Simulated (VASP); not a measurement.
A VASP calculation is set up with these files.

File POSCAR:
```
BaF2
1.0
  0.0000000000   3.1753729188   3.1753729188
  3.1753729188   0.0000000000   3.1753729188
  3.1753729188   3.1753729188   0.0000000000
Ba F
1 2
Cartesian
  3.1753729188   0.0000000000   3.1753729188
  1.5876864594   1.5876864594   1.5876864594
  4.7630593782   4.7630593782   4.7630593782
```

INCAR:
```
SYSTEM = BaF2
PREC = Accurate
ENCUT = 520
EDIFF = 1E-7
NELM = 100
ALGO = Normal
LREAL = .FALSE.
LASPH = .TRUE.
ISMEAR = 0
SIGMA = 0.05
GGA = ML
ZAB_VDW = -1.8867
LUSE_VDW = .TRUE.
AGGAC = 0.0
LMAXMIX = 4
LWAVE = .FALSE.
LCHARG = .FALSE.
ISIF = 2
```

### KPOINTS
```
Automatic mesh
0
G
6 6 6
```

POTCAR, in this order: Ba_sv F (PBE.64 set). Program: vasp_std.

Question: Translate this vdW-DF2 calculation to Quantum ESPRESSO's pw.x.

Answer: One equivalent input (not run):
```
&CONTROL
  calculation = 'scf'
  pseudo_dir = './pseudo'
  outdir = './out'
  tprnfor = .true.
  tstress = .true.
/
&SYSTEM
  ibrav = 0
  nat = 3
  ntyp = 2
  ecutwfc = 84
  occupations = 'smearing'
  smearing = 'gaussian'
  degauss = 0.003675
  input_dft = 'vdw-df2'
/
&ELECTRONS
  conv_thr = 7.3e-09
  electron_maxstep = 100
/
ATOMIC_SPECIES
  Ba 137.327 Ba.upf
  F 18.998 F.upf
CELL_PARAMETERS angstrom
     0.0000000    3.1753729    3.1753729
     3.1753729    0.0000000    3.1753729
     3.1753729    3.1753729    0.0000000
ATOMIC_POSITIONS crystal
  Ba   0.0000000  1.0000000  0.0000000
  F    0.2500000  0.2500000  0.2500000
  F    0.7500000  0.7500000  0.7500000
K_POINTS automatic
  6 6 6 0 0 0
```
Limits of the translation: the potentials are each code's own (VASP's PAW set, PseudoDojo norm-conserving files in pw.x), so ENCUT and ecutwfc are chosen apart and not converted; conv_thr bounds pw.x's estimated SCF error, while EDIFF bounds the energy change between steps.

The compound is BaF2 in the fluorite structure. It was relaxed first, which changed the volume by +7 %.
